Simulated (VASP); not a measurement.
Computed with PBEsol GGA, VASP's PBE PAW potentials (set 64) (plane waves; VASP 6.6.1).

VASP input:

### KPOINTS
```
Automatic mesh
0
Gamma
4 4 4
0 0 0
```

**POSCAR**
```
Cd3ZnTe4
1
    6.3762691893    -0.0000000000     0.0000000000
   -0.0000000000     6.3762691893    -0.0000000000
   -0.0000000000     0.0000000000     6.3762691893
Zn Te Cd
1 4 3
Direct
  0.0000000000   1.0000000000   1.0000000000
  0.2393177962   0.2393177962   0.2393177962
  0.7606822038   0.7606822038   0.2393177962
  0.7606822038   0.2393177962   0.7606822038
  0.2393177962   0.7606822038   0.7606822038
  0.5000000000   0.5000000000   1.0000000000
  0.5000000000   1.0000000000   0.5000000000
  0.0000000000   0.5000000000   0.5000000000
```

**INCAR**
```
! general
SYSTEM  = Cd3ZnTe4
PREC    = Accurate
ENCUT   = 400
LREAL   = F
LASPH   = T

! electronic loop
EDIFF   = 1E-7
NELM    = 100
ALGO    = Normal
LMAXMIX = 4

! smearing
ISMEAR  = -5

! functional
GGA     = PS

! ions
ISIF    = 2

! output
LWAVE   = F
LCHARG  = T
LORBIT  = 11
NEDOS   = 601

! other
LEFG    = T
```

POTCAR, in this order: Zn Te Cd (PBE.64 set). Program: vasp_std.

The run wrote:

**OSZICAR**
```
       N       E                     dE             d eps       ncg     rms          rms(c)
DAV:   1     0.444407341197E+03    0.44441E+03   -0.27859E+04   860   0.126E+03
DAV:   2     0.102086011613E+02   -0.43420E+03   -0.42384E+03   945   0.326E+02
DAV:   3    -0.226011973204E+02   -0.32810E+02   -0.32665E+02   990   0.950E+01
DAV:   4    -0.232921593882E+02   -0.69096E+00   -0.68979E+00   986   0.131E+01
DAV:   5    -0.233087573478E+02   -0.16598E-01   -0.16597E-01  1062   0.189E+00    0.110E+01
DAV:   6    -0.223784677158E+02    0.93029E+00   -0.26771E+00  1065   0.181E+01    0.875E+00
DAV:   7    -0.223282708869E+02    0.50197E-01   -0.93310E-01   948   0.528E+00    0.364E+00
DAV:   8    -0.223227918964E+02    0.54790E-02   -0.68616E-02   916   0.242E+00    0.109E+00
DAV:   9    -0.223224848759E+02    0.30702E-03   -0.43575E-03   964   0.471E-01    0.455E-01
DAV:  10    -0.223225464757E+02   -0.61600E-04   -0.11260E-03   953   0.176E-01    0.122E-01
DAV:  11    -0.223226382650E+02   -0.91789E-04   -0.47198E-04   956   0.153E-01    0.746E-02
DAV:  12    -0.223226128529E+02    0.25412E-04   -0.93215E-05   946   0.803E-02    0.383E-02
DAV:  13    -0.223226129636E+02   -0.11067E-06   -0.26930E-05   948   0.217E-02    0.203E-02
DAV:  14    -0.223226147964E+02   -0.18328E-05   -0.53739E-06   902   0.120E-02    0.115E-02
DAV:  15    -0.223226149527E+02   -0.15627E-06   -0.17663E-07   727   0.279E-03    0.717E-03
DAV:  16    -0.223226153749E+02   -0.42225E-06   -0.80320E-08   609   0.135E-03    0.209E-03
DAV:  17    -0.223226152942E+02    0.80783E-07   -0.59463E-08   547   0.123E-03
   1 F= -.22322615E+02 E0= -.22322615E+02  d E =0.000000E+00
```

OUTCAR:
```
------------------------ aborting loop because EDIFF is reached ----------------------------------------
  FORCE on cell =-STRESS in cart. coord.  units (eV):
  Direction    XX          YY          ZZ          XY          YZ          ZX
  --------------------------------------------------------------------------------------
  Total       -0.0040719     -0.0040719     -0.0040719      0.0000000     -0.0000000      0.0000000
  in kB       -0.0251655     -0.0251655     -0.0251655      0.0000000     -0.0000000      0.0000000
  external PRESSURE =      -0.0251655 kB  Pullay stress =       0.0000000 kB
  volume of cell :      259.24
      direct lattice vectors                 reciprocal lattice vectors
     6.376269189  0.000000000  0.000000000     0.156831522  0.000000000  0.000000000
     0.000000000  6.376269189  0.000000000     0.000000000  0.156831522  0.000000000
     0.000000000  0.000000000  6.376269189     0.000000000  0.000000000  0.156831522
 POSITION                                       TOTAL-FORCE (eV/Angst)
 -----------------------------------------------------------------------------------
      0.00000      0.00000      0.00000        -0.000000     -0.000000      0.000000
      1.52595      1.52595      1.52595         0.010045      0.010045      0.010045
      4.85031      4.85031      1.52595        -0.010045     -0.010045      0.010045
      4.85031      1.52595      4.85031        -0.010045      0.010045     -0.010045
      1.52595      4.85031      4.85031         0.010045     -0.010045     -0.010045
      3.18813      3.18813      0.00000        -0.000000     -0.000000      0.000000
      3.18813      0.00000      3.18813        -0.000000     -0.000000      0.000000
      0.00000      3.18813      3.18813        -0.000000     -0.000000      0.000000
 -----------------------------------------------------------------------------------
    total drift:                                0.000000      0.000000     -0.000000
  FREE ENERGIE OF THE ION-ELECTRON SYSTEM (eV)
  ---------------------------------------------------
  free  energy   TOTEN  =       -22.3226152942 eV

  energy  without entropy=      -22.3226152942  energy(sigma->0) =      -22.32261529

 total charge

# of ion       s       p       d       tot
------------------------------------------
    1        0.555   0.423   9.761  10.739
    2        1.351   2.052   0.023   3.426
    3        1.351   2.052   0.023   3.426
    4        1.351   2.052   0.023   3.426
    5        1.351   2.052   0.023   3.426
    6        0.476   0.324   9.523  10.322
    7        0.476   0.324   9.523  10.322
    8        0.476   0.324   9.523  10.322
--------------------------------------------------
tot          7.386   9.603  38.422  55.411

 Electric field gradients after diagonalization (V/A^2)
 (convention: |V_zz| > |V_xx| > |V_yy|)
----------------------------------------------------------------------
 ion       V_xx      V_yy      V_zz     asymmetry (V_yy - V_xx)/ V_zz
----------------------------------------------------------------------
   1      -0.000    -0.000    -0.000      -0.010
   2     -17.392   -17.392    34.784       0.000
   3     -17.392   -17.392    34.784       0.000
   4     -17.392   -17.392    34.784       0.000
   5     -17.392   -17.392    34.784       0.000
   6     -10.892   -10.892    21.783       0.000
   7     -10.892   -10.892    21.783       0.000
   8     -10.892   -10.892    21.783       0.000
```
(Selected blocks of OUTCAR.)

The structure was generated: Cd3ZnTe4 was put into an ordered model structure (P-43m), which need not be its known phase. It was relaxed first.
